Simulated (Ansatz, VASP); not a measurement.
**CS3: VASP beside Ansatz**

```
C S
1.0
     3.49827    0.00000   -0.00460
     0.00000    5.43592    0.00000
    -1.06091    0.00000    7.89237
C S
2 6
Cartesian
  -0.1057 1.3672 7.7043
  -0.1057 4.0687 7.7043
  0.4942 4.0667 1.4131
  0.4942 1.3692 1.4131
  2.0182 3.6878 3.8918
  2.0182 1.7481 3.8918
  0.5077 2.7180 6.8093
  -0.1445 0.0000 6.6201
```

Change from the starting cell: the structure that the rattled cell fell into.

Alike in both runs: functional PBE; dispersion D3(BJ); k mesh 6 × 4 × 2; occupations gaussian, width 0.1 eV; no spin polarisation.

Ansatz relaxed the structure, and its values are those at the end. VASP's run is a single point on that final structure, the one shown.

```csv
,VASP,Ansatz
version,VASP 6.6.1,Ansatz 0.2.0
potentials or method,"VASP PAW PBE potentials, release 64 (C, S)","scalar-relativistic, plane waves, PAW"
plane-wave cutoff (eV),520,420
valence electrons in the cell,44,44
```

Ansatz gave:

- gap on the k mesh at the Fermi level (eV): none
- pressure (GPa): 0.0
- rms of the force components (eV/Å): 0.009

Question: Estimate VASP's values.

Answer: gap on the k mesh at the Fermi level (eV): none; pressure (GPa): -0.6; rms of the force components (eV/Å): 0.081.

A gap of «none» marks a metal or a gap that the smearing closes.

Caveats: the k mesh is coarse (spacing up to 0.40 Å⁻¹), so the values aren't converged; pairwise dispersion overbinds metals, which lowers pressure and volume.
